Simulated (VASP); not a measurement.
# PmTe (Pm-3m) in VASP: a series of runs, part 2 of 2

VASP 6.6.1.

**3. Single point, LDA+U, collinear spin, ferromagnetic start**

Contents of INCAR:

```
SYSTEM = PmTe
ALGO     = Normal         ! electronic algorithm
EDIFF    = 1E-6           ! SCF threshold, eV
ENCUT    = 520            ! plane-wave cutoff, eV
GGA      = CA             ! functional
ISIF     = 2              ! what is computed and relaxed
ISMEAR   = 0              ! smearing method
ISPIN    = 2              ! spin polarisation
LASPH    = .True.         ! aspherical terms in the spheres
LCHARG   = .False.        ! write CHGCAR
LDAU     = .True.         ! DFT+U
LDAUJ    = 0 0          
LDAUL    = 3 -1           ! shell
LDAUPRINT= 1            
LDAUTYPE = 2            
LDAUU    = 2 0            ! U, eV
LMAXMIX  = 6              ! l up to which the mixer works
LORBIT   = 11             ! projections on sites
LREAL    = .False.        ! projectors in reciprocal space
LWAVE    = .False.        ! write WAVECAR
MAGMOM   = 4 0            ! initial moments
NBANDS   = 22             ! bands
NELM     = 150            ! most SCF steps
PREC     = Accurate       ! precision mode
SIGMA    = 0.05           ! smearing width, eV
```

Contents of KPOINTS:

```
k-points
0
Gamma
  5 5 5
  0 0 0
```

Contents of POSCAR:

```
PmTe
1.0
    3.7629149800      0.0000000000      0.0000000000
    0.0000000000      3.7629149800      0.0000000000
    0.0000000000      0.0000000000      3.7629149800
Pm Te
1 1
Direct
    0.0000000000      0.0000000000      0.0000000000
    0.5000000000      0.5000000000      0.5000000000
```

Potentials or basis: VASP PAW PBE potentials, release 64 (Pm, Te).

The run is started by

```sh
> cat potpaw_PBE.64/Pm/POTCAR potpaw_PBE.64/Te/POTCAR > POTCAR
> mpirun -np 1 vasp_std > vasp.out
```

OUTCAR:

```text
SYSTEM = PmTe
   EDIFF = 1E-6
   ENCUT = 520
   GGA = CA
   ISIF = 2
   ISMEAR = 0
   ISPIN = 2
   LASPH = .True.
   LORBIT = 11
   LREAL = .False.
   NELM = 150
   PREC = Accurate

 ion  position               nearest neighbor table
   1  0.000  0.000  0.000-   2 3.26   2 3.26   2 3.26   2 3.26   2 3.26   2 3.26   2 3.26   2 3.26

   2  0.500  0.500  0.500-   1 3.26   1 3.26   1 3.26   1 3.26   1 3.26   1 3.26   1 3.26   1 3.26

  LATTYP: Found a simple cubic cell.
 ALAT       =     3.7629149800

  Lattice vectors:

 A1 = (   3.7629149800,   0.0000000000,   0.0000000000)
 A2 = (   0.0000000000,   3.7629149800,   0.0000000000)
 A3 = (   0.0000000000,   0.0000000000,   3.7629149800)

Analysis of symmetry for initial positions (statically):
=====================================================================
 Subroutine PRICEL returns:
 Original cell was already a primitive cell.

 Routine SETGRP: Setting up the symmetry group for a
 simple cubic supercell.

 Subroutine GETGRP returns: Found 48 space group operations
 (whereof 48 operations were pure point group operations)
 out of a pool of 48 trial point group operations.

The static configuration has the point symmetry O_h .

Analysis of symmetry for dynamics (positions and initial velocities):
=====================================================================
 Subroutine PRICEL returns:
 Original cell was already a primitive cell.

 Routine SETGRP: Setting up the symmetry group for a
 simple cubic supercell.

 Subroutine GETGRP returns: Found 48 space group operations
 (whereof 48 operations were pure point group operations)
 out of a pool of 48 trial point group operations.

The dynamic configuration has the point symmetry O_h .

Analysis of structural, dynamic, and magnetic symmetry:
=====================================================================
 Subroutine PRICEL returns:
 Original cell was already a primitive cell.

 Routine SETGRP: Setting up the symmetry group for a
 simple cubic supercell.

 Subroutine GETGRP returns: Found 48 space group operations
 (whereof 48 operations were pure point group operations)
 out of a pool of 48 trial point group operations.

The overall configuration has the point symmetry O_h .

 Subroutine INISYM returns: Found 48 space group operations
 (whereof 48 operations are pure point group operations),
 and found     1 'primitive' translations

[... 151 lines left out ...]
  o =  0.0022  v =  0.0000  0.0000  0.0000  0.0000  0.0000  0.0000  0.0000  0.7905 -0.0000  0.6124  0.0035 -0.0043  0.0000  0.0055      0.0000  0.0000  0.0000  0.0000  0.0000  0.0000  0.0000  0.0000  0.0000  0.0000  0.0000  0.0000  0.0000  0.0000
  o =  0.0022  v =  0.0000  0.0000  0.0000  0.0000  0.0000  0.0000  0.0000  0.0030 -0.0000  0.0023 -0.9992  0.0247  0.0000 -0.0318      0.0000  0.0000  0.0000  0.0000  0.0000  0.0000  0.0000  0.0000  0.0000  0.0000  0.0000  0.0000  0.0000  0.0000
  o =  0.0022  v =  0.0000  0.0000  0.0000  0.0000  0.0000  0.0000  0.0000 -0.0054 -0.0000 -0.0042 -0.0403 -0.6119  0.0000  0.7899      0.0000  0.0000  0.0000  0.0000  0.0000  0.0000  0.0000  0.0000  0.0000  0.0000  0.0000  0.0000  0.0000  0.0000
  o =  0.0123  v =  0.0000  0.0000  0.0000  0.0000  0.0000  0.0000  0.0000  0.0000  1.0000  0.0000  0.0000 -0.0000 -0.0000  0.0000      0.0000  0.0000  0.0000  0.0000  0.0000  0.0000  0.0000  0.0000  0.0000  0.0000  0.0000  0.0000  0.0000  0.0000
  o =  0.0308  v =  0.0000  1.0000 -0.0000  0.0000  0.0000  0.0000 -0.0000  0.0000  0.0000  0.0000  0.0000  0.0000  0.0000  0.0000      0.0000  0.0000  0.0000  0.0000  0.0000  0.0000  0.0000  0.0000  0.0000  0.0000  0.0000  0.0000  0.0000  0.0000
  o =  0.6928  v =  0.6120 -0.0000 -0.7901  0.0000 -0.0022  0.0330 -0.0017  0.0000  0.0000  0.0000  0.0000  0.0000  0.0000  0.0000      0.0000  0.0000  0.0000  0.0000  0.0000  0.0000  0.0000  0.0000  0.0000  0.0000  0.0000  0.0000  0.0000  0.0000
  o =  0.6928  v =  0.0019  0.0000 -0.0024 -0.0000  0.7905 -0.0086  0.6123  0.0000  0.0000  0.0000  0.0000  0.0000  0.0000  0.0000      0.0000  0.0000  0.0000  0.0000  0.0000  0.0000  0.0000  0.0000  0.0000  0.0000  0.0000  0.0000  0.0000  0.0000
  o =  0.6928  v = -0.0202 -0.0000  0.0261 -0.0000  0.0068  0.9994  0.0053  0.0000  0.0000  0.0000  0.0000  0.0000  0.0000  0.0000      0.0000  0.0000  0.0000  0.0000  0.0000  0.0000  0.0000  0.0000  0.0000  0.0000  0.0000  0.0000  0.0000  0.0000
  o =  0.7977  v =  0.0000 -0.0000 -0.0000  0.9178  0.2432 -0.0000 -0.3140  0.0000  0.0000  0.0000  0.0000  0.0000  0.0000  0.0000      0.0000  0.0000  0.0000  0.0000  0.0000  0.0000  0.0000  0.0000  0.0000  0.0000  0.0000  0.0000  0.0000  0.0000
  o =  0.7977  v =  0.0000 -0.0000 -0.0000 -0.3971  0.5620 -0.0000 -0.7256  0.0000  0.0000  0.0000  0.0000  0.0000  0.0000  0.0000      0.0000  0.0000  0.0000  0.0000  0.0000  0.0000  0.0000  0.0000  0.0000  0.0000  0.0000  0.0000  0.0000  0.0000
  o =  0.7977  v =  0.7906  0.0000  0.6124 -0.0000 -0.0000  0.0000  0.0000  0.0000  0.0000  0.0000  0.0000  0.0000  0.0000  0.0000      0.0000  0.0000  0.0000  0.0000  0.0000  0.0000  0.0000  0.0000  0.0000  0.0000  0.0000  0.0000  0.0000  0.0000

 number of electron      21.0000008 magnetization       4.8736662

 Free energy of the ion-electron system (eV)
  ---------------------------------------------------
  ext. energy  EPLUGINS =         0.00000000
  ---------------------------------------------------
  free energy    TOTEN  =       -13.36001353 eV

  energy without entropy =      -13.33466574  energy(sigma->0) =      -13.34733963

 E-fermi :   8.3174     XC(G=0): -10.8347

 val. band max:        8.3156406777   @ k =   0.4000   0.4000   0.4000
 cond. band min:       8.3265797821   @ k =   0.4000   0.4000   0.0000
 fundamental gap:      0.0109391044
 Fermi energy:         8.3173858019

 spin component 1

 k-point     1 :       0.0000    0.0000    0.0000
  band No.  band energies     occupation
      1     -29.8231      1.00000
      2     -10.3024      1.00000
      3     -10.3024      1.00000
      4     -10.3024      1.00000
      5      -4.0850      1.00000
      6       7.0369      1.00000
[... 239 lines left out ...]
     21      15.4185      0.00000
     22      16.1807      0.00000
 Fermi energy:         8.3173858019

 spin component 2

 k-point     1 :       0.0000    0.0000    0.0000
  band No.  band energies     occupation
      1     -27.8686      1.00000
      2      -8.8044      1.00000
      3      -8.8044      1.00000
      4      -8.8044      1.00000
      5      -4.0367      1.00000
      6       7.4904      1.00000
[... 239 lines left out ...]
     21      16.1064      0.00000
     22      16.9370      0.00000

------------------------ aborting loop because EDIFF is reached ----------------------------------------

  FORCE on cell =-STRESS in cart. coord.  units (eV):
  Direction    XX          YY          ZZ          XY          YZ          ZX
  --------------------------------------------------------------------------------------
  -------------------------------------------------------------------------------------
  Total        1.0116945      1.0116945      1.0116945      0.0000000      0.0000000     -0.0000000
  in kB       30.4219301     30.4219301     30.4219301      0.0000000      0.0000000     -0.0000000
  external PRESSURE =      30.4219301 kB  Pullay stress =       0.0000000 kB

 VOLUME and BASIS-vectors are now :
 -----------------------------------------------------------------------------
  energy-cutoff  :      520.00
  volume of cell :       53.28
      direct lattice vectors                 reciprocal lattice vectors
     3.762914980  0.000000000  0.000000000     0.265751420  0.000000000  0.000000000
     0.000000000  3.762914980  0.000000000     0.000000000  0.265751420  0.000000000
     0.000000000  0.000000000  3.762914980     0.000000000  0.000000000  0.265751420

 POSITION                                       TOTAL-FORCE (eV/Angst)
 -----------------------------------------------------------------------------------
      0.00000      0.00000      0.00000         0.000000      0.000000      0.000000
      1.88146      1.88146      1.88146         0.000000      0.000000      0.000000
 -----------------------------------------------------------------------------------
    total drift:                               -0.000000      0.000000     -0.000000

  FREE ENERGIE OF THE ION-ELECTRON SYSTEM (eV)
  ---------------------------------------------------
  free  energy   TOTEN  =       -13.3600135251 eV

  energy  without entropy=      -13.3346657414  energy(sigma->0) =      -13.34733963

 total charge

# of ion       s       p       d       f       tot
--------------------------------------------------
    1        1.998   5.521   0.440   4.519  12.478
    2        1.355   2.143   0.030   0.000   3.528
--------------------------------------------------
tot          3.352   7.665   0.469   4.519  16.006

 magnetization (x)

# of ion       s       p       d       f       tot
--------------------------------------------------
    1       -0.004   0.011   0.104   4.473   4.585
    2       -0.006  -0.071   0.008   0.000  -0.069
--------------------------------------------------
tot         -0.010  -0.059   0.112   4.473   4.516
```

Wall time 53 s (1 thread of Intel Xeon Platinum 8375C at 2.90GHz (Ice Lake), shared host); peak memory 0.17 GiB.

What came out:

* Free energy: -13.3600 eV
* Pressure: 3.0 GPa
* Band gap on the k mesh: none (metal or under the smearing width)
* Net moment: 4.87 μB per cell
* Site moments: Pm +4.58; Te -0.07 μB
* Valence electrons inside the program's atomic spheres: Pm 12.48; Te 3.53

Eigenvalues of the final occupation matrices:
```
    site  spin  trace                         eigenvalues
site 1 f     1   4.50  0.03 0.69 0.69 0.69 0.80 0.80 0.80
site 1 f     2   0.02  0.00 0.00 0.00 0.00 0.00 0.00 0.01
```

Caveat: the magnetic or orbital state may not be the lowest; the PAW data sets were made with another functional, which shifts forces and pressure a little; spin-orbit coupling is left out, which moves the levels of the heavy elements; the U is typed as a test and isn't derived for this compound.

**4. Single point, LDA+U, collinear spin, antiferromagnetic start**

This run uses another cell than the first one: it holds 4 atoms, not 2.

Contents of INCAR:

```
  PREC = Accurate
  ENCUT = 520
  EDIFF = 1E-7
  ISMEAR = 0
  SIGMA = 0.05
  LREAL = F
  LASPH = T
  NELM = 120
  ALGO = Normal
  ISIF = 2
  LWAVE = F
  LCHARG = T
  ISPIN = 2
  MAGMOM = 4 -4 0 0
  LORBIT = 11
  LMAXMIX = 6
  LDAU = T
  LDAUTYPE = 2
  LDAUL = 3 -1
  LDAUU = 2 0
  LDAUJ = 0 0
  LDAUPRINT = 1
  GGA = CA
  LELF = T
  LVHAR = T
  NBANDS = 33
```

Contents of KPOINTS:

```
Automatic mesh
0
Gamma
  5 5 3
```

Contents of POSCAR:

```
PmTe
1.0
    3.7629149800      0.0000000000      0.0000000000
    0.0000000000      3.7629149800      0.0000000000
    0.0000000000      0.0000000000      7.5258299600
Pm Te
2 2
Direct
    0.0000000000      0.0000000000      0.0000000000
    0.0000000000      0.0000000000      0.5000000000
    0.5000000000      0.5000000000      0.2500000000
    0.5000000000      0.5000000000      0.7500000000
```

The run is started by

```sh
> cat potpaw_PBE.64/Pm/POTCAR potpaw_PBE.64/Te/POTCAR > POTCAR
> mpirun -np 1 vasp_std > vasp.out
```

It took 4 min on 1 thread of Intel Xeon Platinum 8375C at 2.90GHz (Ice Lake), shared host; peak memory 0.22 GiB.

The run converged. Its results:

```yaml
Free_energy: -27.6443 eV
Pressure: 4.6 GPa
Band_gap_on_the_k_mesh: none (metal or under the smearing width)
Net_moment: 0.00 μB per cell
Site_moments: Pm +4.55, -4.55; Te +0.00 μB
Valence_electrons_inside_the_program's_atomic_spheres: Pm 12.47; Te 3.53
```

Stress tensor (GPa, compression positive):
```
4.53 0.00 0.00
0.00 4.53 0.00
0.00 0.00 4.78
```

Levels at points of the mesh, in eV from the Fermi level:
Spin up:
```csv
k point,band 17,band 18,band 19,band 20,band 21,band 22,band 23,band 24,band 25,band 26
"(0.00, 0.00, 0.00)",-0.94,-0.93,-0.82,-0.82,-0.77,0.08,0.08,0.25,0.91,1.12
```
Spin down:
```
           k point  band 17  band 18  band 19  band 20  band 21  band 22  band 23  band 24  band 25  band 26
(0.00, 0.00, 0.00)    -0.94    -0.93    -0.82    -0.82    -0.77     0.08     0.08     0.25     0.91     1.12
```

Eigenvalues of the final occupation matrices:
| site | spin | trace | eigenvalues |
| --- | --- | --- | --- |
| site 1 f | 1 | 4.48 | 0.00 0.01 0.79 0.79 0.96 0.96 0.97 |
| site 1 f | 2 | 0.02 | 0.00 0.00 0.00 0.00 0.00 0.00 0.01 |
| site 2 f | 1 | 0.02 | 0.00 0.00 0.00 0.00 0.00 0.00 0.01 |
| site 2 f | 2 | 4.48 | 0.00 0.01 0.79 0.79 0.96 0.96 0.97 |

Caveat: the magnetic or orbital state may not be the lowest; the PAW data sets were made with another functional, which shifts forces and pressure a little; spin-orbit coupling is left out, which moves the levels of the heavy elements; the U is typed as a test and isn't derived for this compound.

**5. The runs side by side**

| spin | U | fixed moment (μB) | k mesh | supercell matrix | gap on the mesh (eV) | pressure (GPa) | moment (μB) |
| --- | --- | --- | --- | --- | --- | --- | --- |
| collinear, ferromagnetic start | Pm f U = 3 eV | 3 | 5 × 5 × 5 | - | - | 0.4 | 3.00 |
| collinear, ferromagnetic start | Pm f U = 2 eV | - | 5 × 5 × 5 | - | none | 3.0 | 4.87 |
| collinear, antiferromagnetic start | Pm f U = 2 eV | - | 5 × 5 × 3 | [1, 0, 0, 0, 1, 0, 0, 0, 2] | none | 4.6 | 0.00 |

Alike in all rows: task single point; level LDA+U; potentials or basis VASP PAW PBE potentials, release 64 (Pm, Te); cell as given; cutoff (eV) 520; smearing gaussian 0.05 eV.

Caveats: the magnetic or orbital state may not be the lowest; the PAW data sets were made with another functional, which shifts forces and pressure a little; spin-orbit coupling is left out, which moves the levels of the heavy elements; the U is typed as a test and isn't derived for this compound; the total moment is fixed, so each spin has its own Fermi level (some runs).

Absolute energies hang on the potentials; compare differences alone.
